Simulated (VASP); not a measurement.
# Rb3Pt (Pm-3m) in VASP: notebook

The runs below take Rb3Pt through single point, with PBE.

Everything below comes from runs of VASP 6.6.1. Logs are shortened: lines on timing, memory, paths and dates and some standing lists are left out, and cuts for length are marked.

## 1. The structure

It takes space group Pm-3m (No. 221, cubic). Conventional cell: a = 5.499 Å, b = 5.499 Å, c = 5.499 Å, α = 90.00°, β = 90.00°, γ = 90.00°. Rb (site symmetry 4/mmm) has 8 Rb at 3.89 Å and 4 Pt at 3.89 Å as nearest neighbours. Pt (site symmetry m-3m) has 12 Rb at 3.89 Å as nearest neighbours.

The cell comes from a database or a generator and needn't be the stable form of this composition.

## 2. Single point, PBE

INCAR

```
SYSTEM = Rb3Pt
  ALGO = Normal
  EDIFF = 1E-6
  ENCUT = 520
  GGA = PE
  ISIF = 2
  ISMEAR = 1
  LASPH = .True.
  LCHARG = .True.
  LELF = .True.
  LREAL = .False.
  LVHAR = .True.
  LWAVE = .False.
  NBANDS = 26
  NELM = 100
  PREC = Accurate
  SIGMA = 0.1
```

KPOINTS

```
k-points
0
Gamma
  4 4 4
  0 0 0
```

POSCAR

```
Rb3Pt
1.0
    5.4987900000      0.0000000000      0.0000000000
    0.0000000000      5.4987900000      0.0000000000
    0.0000000000      0.0000000000      5.4987900000
Rb Pt
3 1
Direct
    0.0000000000      0.0000000000      0.5000000000
    0.0000000000      0.5000000000      0.0000000000
    0.5000000000      0.0000000000      0.0000000000
    0.5000000000      0.5000000000      0.5000000000
```

Potentials or basis: VASP PAW PBE potentials, release 64 (Rb_sv, Pt).

Command:

```sh
> cat potpaw_PBE.64/Rb_sv/POTCAR potpaw_PBE.64/Pt/POTCAR > POTCAR
> mpirun -np 1 vasp_std > vasp.out
```

OUTCAR:

```text
SYSTEM = Rb3Pt
   EDIFF = 1E-6
   ENCUT = 520
   GGA = PE
   ISIF = 2
   ISMEAR = 1
   LASPH = .True.
   LREAL = .False.
   NELM = 100
   PREC = Accurate

 ion  position               nearest neighbor table
   1  0.000  0.000  0.500-   2 3.89   3 3.89   4 3.89   2 3.89   3 3.89   2 3.89   4 3.89   2 3.89
                             3 3.89   4 3.89   3 3.89   4 3.89
   2  0.000  0.500  0.000-   1 3.89   3 3.89   4 3.89   1 3.89   4 3.89   1 3.89   3 3.89   1 3.89
                             3 3.89   4 3.89   4 3.89   3 3.89
   3  0.500  0.000  0.000-   1 3.89   2 3.89   4 3.89   1 3.89   4 3.89   2 3.89   4 3.89   4 3.89
                             1 3.89   2 3.89   1 3.89   2 3.89
   4  0.500  0.500  0.500-   1 3.89   2 3.89   3 3.89   2 3.89   3 3.89   1 3.89   3 3.89   3 3.89
                             1 3.89   2 3.89   2 3.89   1 3.89

  LATTYP: Found a simple cubic cell.
 ALAT       =     5.4987900000

  Lattice vectors:

 A1 = (   5.4987900000,   0.0000000000,   0.0000000000)
 A2 = (   0.0000000000,   5.4987900000,   0.0000000000)
 A3 = (   0.0000000000,   0.0000000000,   5.4987900000)

Analysis of symmetry for initial positions (statically):
=====================================================================
 Subroutine PRICEL returns:
 Original cell was already a primitive cell.

 Routine SETGRP: Setting up the symmetry group for a
 simple cubic supercell.

 Subroutine GETGRP returns: Found 48 space group operations
 (whereof 48 operations were pure point group operations)
 out of a pool of 48 trial point group operations.

The static configuration has the point symmetry O_h .

Analysis of symmetry for dynamics (positions and initial velocities):
=====================================================================
 Subroutine PRICEL returns:
 Original cell was already a primitive cell.

 Routine SETGRP: Setting up the symmetry group for a
 simple cubic supercell.

 Subroutine GETGRP returns: Found 48 space group operations
 (whereof 48 operations were pure point group operations)
 out of a pool of 48 trial point group operations.

The dynamic configuration has the point symmetry O_h .

 Subroutine INISYM returns: Found 48 space group operations
 (whereof 48 operations are pure point group operations),
 and found     1 'primitive' translations

----------------------------------------------------------------------------------------

                                     Primitive cell

  volume of cell :     166.2652

  direct lattice vectors                    reciprocal lattice vectors
     5.498790000  0.000000000  0.000000000     0.181858191  0.000000000  0.000000000
     0.000000000  5.498790000  0.000000000     0.000000000  0.181858191  0.000000000
     0.000000000  0.000000000  5.498790000     0.000000000  0.000000000  0.181858191

  length of vectors
     5.498790000  5.498790000  5.498790000     0.181858191  0.181858191  0.181858191

  position of ions in fractional coordinates (direct lattice)
     0.000000000  0.000000000  0.500000000
     0.000000000  0.500000000  0.000000000
     0.500000000  0.000000000  0.000000000
     0.500000000  0.500000000  0.500000000

  ion indices of the primitive-cell ions
   primitive index   ion index
                 1           1
                 2           2
                 3           3
                 4           4

----------------------------------------------------------------------------------------

 KPOINTS: k-points

Automatic generation of k-mesh.
 Grid dimensions read from file:
 generate k-points for:    4    4    4

 Generating k-lattice:

  Cartesian coordinates                     Fractional coordinates (reciprocal lattice)
     0.045464548  0.000000000  0.000000000     0.250000000  0.000000000  0.000000000
     0.000000000  0.045464548  0.000000000     0.000000000  0.250000000  0.000000000
     0.000000000  0.000000000  0.045464548     0.000000000  0.000000000  0.250000000

  Length of vectors
     0.045464548  0.045464548  0.045464548

  Shift w.r.t. Gamma in fractional coordinates (k-lattice)
     0.000000000  0.000000000  0.000000000

 Subroutine IBZKPT returns following result:
 ===========================================

 Found     10 irreducible k-points:

 Following reciprocal coordinates:
            Coordinates               Weight
  0.000000  0.000000  0.000000      1.000000
  0.250000  0.000000  0.000000      6.000000
  0.500000  0.000000  0.000000      3.000000
  0.250000  0.250000  0.000000     12.000000
  0.500000  0.250000  0.000000     12.000000
  0.500000  0.500000  0.000000      3.000000
  0.250000  0.250000  0.250000      8.000000
  0.500000  0.250000  0.250000     12.000000
  0.500000  0.500000  0.250000      6.000000
  0.500000  0.500000  0.500000      1.000000
   k-points           NKPTS =     10   k-points in BZ     NKDIM =     10   number of bands    NBANDS=     26
   number of dos      NEDOS =    301   number of ions     NIONS =      4
   total plane-waves  NPLWV =  74088
   dimension x,y,z NGX =    42 NGY =   42 NGZ =   42
   dimension x,y,z NGXF=    84 NGYF=   84 NGZF=   84
   ions per type =               3   1
   NGX,Y,Z   is equivalent  to a cutoff of  12.70, 12.70, 12.70 a.u.
   NGXF,Y,Z  is equivalent  to a cutoff of  25.40, 25.40, 25.40 a.u.
 SYSTEM =  Rb3Pt
   PREC   = accura    normal or accurate (medium, high low for compatibility)
   ISTART =      0    job   : 0-new  1-cont  2-samecut
   ICHARG =      2    charge: 1-file 2-atom 10-const
   ISPIN  =      1    spin polarized calculation?
   LNONCOLLINEAR =      F non collinear calculations
   LSORBIT =      F    spin-orbit coupling
   LASPH  =      T    aspherical Exc in radial PAW
   ENCUT  =  520.0 eV  38.22 Ry    6.18 a.u.  10.22 10.22 10.22*2*pi/ulx,y,z
   NELM   =    100;   NELMIN=  2; NELMDL= -5     # of ELM steps
   EDIFF  = 0.1E-05   stopping-criterion for ELM
   LREAL  =      F    real-space projection
   EDIFFG = 0.1E-04   stopping-criterion for IOM
   NSW    =      0    number of steps for IOM
   IBRION =     -1    ionic relax: 0-MD 1-quasi-New 2-CG
   NFREE  =      0    steps in history (QN), initial steepest desc. (CG)
   ISIF   =      2    stress and relaxation
   ISYM   =      2    0-nonsym 1-usesym 2-fastsym
   POTIM  = 0.5000    time-step for ionic-motion
   TEBEG  =    0.0;   TEEND  =   0.0 temperature during run
   PSTRESS=    0.0 pullay stress
   NELECT =      37.0000    total number of electrons
   NUPDOWN=      -1.0000    fix difference up-down
   EMIN   =  10.00;   EMAX   =-10.00  energy-range for DOS
   EFERMI =   0.00;   METHOD = LEGACY
   ISMEAR =     1;   SIGMA  =   0.10  broadening in eV -4-tet -1-fermi 0-gaus
   EFERMI_NEDOS =   21; number of points for ismear=-14 and -15
   IALGO  =     38    algorithm
   IMIX   =      4    mixing-type and parameters
     AMIX     =   0.40;   BMIX     =  1.00
     AMIX_MAG =   1.60;   BMIX_MAG =  1.00
  volume/ion in A,a.u.               =      41.57       280.50
  Fermi-wavevector in a.u.,A,eV,Ry     =   0.992068  1.874737 13.390849  0.984200
  Thomas-Fermi vector in A             =   2.123854
   LORBIT       =      0    0 simple, 1 ext, 2 COOP (PROOUT), +10 PAW based schemes
   GGA     = PE    functional components
   LHFCALC =     F    Hartree Fock is set to
   AEXX    =    0.0000 exact exchange contribution
   IVDW    =     0    specifies the selected vdW correction
   LEPSILON=     F    determine dielectric tensor
   LRPA    =     F    only Hartree local field effects (RPA)
 non-spin polarized calculation
 Methfessel and Paxton  Order N= 1 SIGMA  =   0.10
  energy-cutoff  :      520.00
  volume of cell :      166.27
 maximum number of plane-waves:      4500
 NGX is ok and might be reduce to    42
   NGX = 21   NGY = 21   NGZ = 21

 number of electron      37.0000003 magnetization

 Free energy of the ion-electron system (eV)
  ---------------------------------------------------
  ext. energy  EPLUGINS =         0.00000000
  ---------------------------------------------------
  free energy    TOTEN  =        -7.96480699 eV

  energy without entropy =       -7.96383143  energy(sigma->0) =       -7.96448180

 E-fermi :   1.8336     XC(G=0):  -7.7142

 val. band max:        1.7922404511   @ k =   0.2500   0.2500   0.0000
 cond. band min:       1.9167604827   @ k =   0.2500   0.2500   0.2500
 fundamental gap:      0.1245200316
 Fermi energy:         1.8336076007

 k-point     1 :       0.0000    0.0000    0.0000
  band No.  band energies     occupation
      1     -26.6318      2.00000
      2     -26.5199      2.00000
      3     -26.5199      2.00000
      4     -11.0615      2.00000
      5     -11.0615      2.00000
      6     -11.0615      2.00000
[... 18 lines left out ...]
     25       5.1273      0.00000
     26       5.1273      0.00000

 k-point     2 :       0.2500    0.0000    0.0000
  band No.  band energies     occupation
      1     -26.6175      2.00000
      2     -26.5341      2.00000
      3     -26.5197      2.00000
      4     -11.0153      2.00000
      5     -11.0153      2.00000
      6     -10.9899      2.00000
[... 18 lines left out ...]
     25       5.5243      0.00000
     26       5.5243      0.00000

 k-point     3 :       0.5000    0.0000    0.0000
  band No.  band energies     occupation
      1     -26.5945      2.00000
      2     -26.5572      2.00000
      3     -26.5196      2.00000
      4     -10.9560      2.00000
      5     -10.9560      2.00000
      6     -10.8388      2.00000
[... 166 lines left out ...]
 k-point     9 :       0.5000    0.5000    0.2500
  band No.  band energies     occupation
      1     -26.5566      2.00000
      2     -26.5565      2.00000
      3     -26.5565      2.00000
      4     -11.2989      2.00000
      5     -10.9203      2.00000
      6     -10.8319      2.00000
[... 18 lines left out ...]
     25       4.6610      0.00000
     26       6.4001      0.00000

 k-point    10 :       0.5000    0.5000    0.5000
  band No.  band energies     occupation
      1     -26.5563      2.00000
      2     -26.5563      2.00000
      3     -26.5563      2.00000
      4     -11.4037      2.00000
      5     -10.9151      2.00000
      6     -10.9151      2.00000
[... 18 lines left out ...]
     25       4.3512      0.00000
     26       6.6254      0.00000

------------------------ aborting loop because EDIFF is reached ----------------------------------------

  FORCE on cell =-STRESS in cart. coord.  units (eV):
  Direction    XX          YY          ZZ          XY          YZ          ZX
  --------------------------------------------------------------------------------------
  -------------------------------------------------------------------------------------
  Total       -0.0973746     -0.0973746     -0.0973746     -0.0000000      0.0000000      0.0000000
  in kB       -0.9383285     -0.9383285     -0.9383285     -0.0000000      0.0000000      0.0000000
  external PRESSURE =      -0.9383285 kB  Pullay stress =       0.0000000 kB

 VOLUME and BASIS-vectors are now :
 -----------------------------------------------------------------------------
  energy-cutoff  :      520.00
  volume of cell :      166.27
      direct lattice vectors                 reciprocal lattice vectors
     5.498790000  0.000000000  0.000000000     0.181858191  0.000000000  0.000000000
     0.000000000  5.498790000  0.000000000     0.000000000  0.181858191  0.000000000
     0.000000000  0.000000000  5.498790000     0.000000000  0.000000000  0.181858191

 POSITION                                       TOTAL-FORCE (eV/Angst)
 -----------------------------------------------------------------------------------
      0.00000      0.00000      2.74939         0.000000      0.000000      0.000000
      0.00000      2.74939      0.00000         0.000000      0.000000      0.000000
      2.74939      0.00000      0.00000         0.000000      0.000000      0.000000
      2.74939      2.74939      2.74939         0.000000      0.000000      0.000000
 -----------------------------------------------------------------------------------
    total drift:                                0.000000      0.000000     -0.000000

  FREE ENERGIE OF THE ION-ELECTRON SYSTEM (eV)
  ---------------------------------------------------
  free  energy   TOTEN  =        -7.9648069887 eV

  energy  without entropy=       -7.9638314285  energy(sigma->0) =       -7.96448180
```

It took 33 s on 1 thread of Intel Xeon 6975P-C (Granite Rapids), shared host; peak memory 0.26 GiB.

What came out:

```yaml
Free_energy: -7.9648 eV
Pressure: -0.1 GPa
Band_gap_on_the_k_mesh: none (metal or under the smearing width)
```

The run has no spin-orbit coupling, so splittings on Pt are missing.

## 3. Single point, PBE

INCAR

```
  PREC = Accurate
  ENCUT = 520
  EDIFF = 1E-6
  ISMEAR = 1
  SIGMA = 0.1
  LREAL = False
  LASPH = True
  NELM = 100
  ALGO = Fast
  ISIF = 2
  LWAVE = False
  LCHARG = False
  GGA = PE
  NBANDS = 26
```

KPOINTS

```
regular mesh
0
Gamma
  4 4 4
```

POSCAR is that of step 2.

Potentials or basis: VASP PAW PBE potentials, release 64 (Rb_sv, Pt).

Command:

```sh
> cat potpaw_PBE.64/Rb_sv/POTCAR potpaw_PBE.64/Pt/POTCAR > POTCAR
> mpirun -np 1 vasp_std > vasp.out
```

Wall time 31 s (1 thread of Intel Xeon 6975P-C (Granite Rapids), shared host); peak memory 0.27 GiB.

Results (log left out):

```yaml
Free_energy: -7.9648 eV
Pressure: -0.1 GPa
Band_gap_on_the_k_mesh: none (metal or under the smearing width)
```

Levels at points of the mesh, in eV from the Fermi level:
| k point | band 15 | band 16 | band 17 | band 18 | band 19 | band 20 | band 21 | band 22 |
| --- | --- | --- | --- | --- | --- | --- | --- | --- |
| (0.00, 0.00, 0.00) | -1.24 | -1.06 | -1.06 | -1.06 | -0.42 | 2.82 | 2.82 | 2.99 |
| (0.50, 0.00, 0.00) | -1.02 | -0.94 | -0.94 | -0.87 | -0.67 | 1.12 | 2.27 | 2.27 |
| (0.50, 0.50, 0.00) | -0.97 | -0.94 | -0.94 | -0.82 | 0.57 | 0.57 | 1.16 | 2.08 |
| (0.50, 0.50, 0.50) | -1.20 | -1.20 | -0.86 | -0.86 | 1.74 | 1.74 | 1.74 | 2.09 |
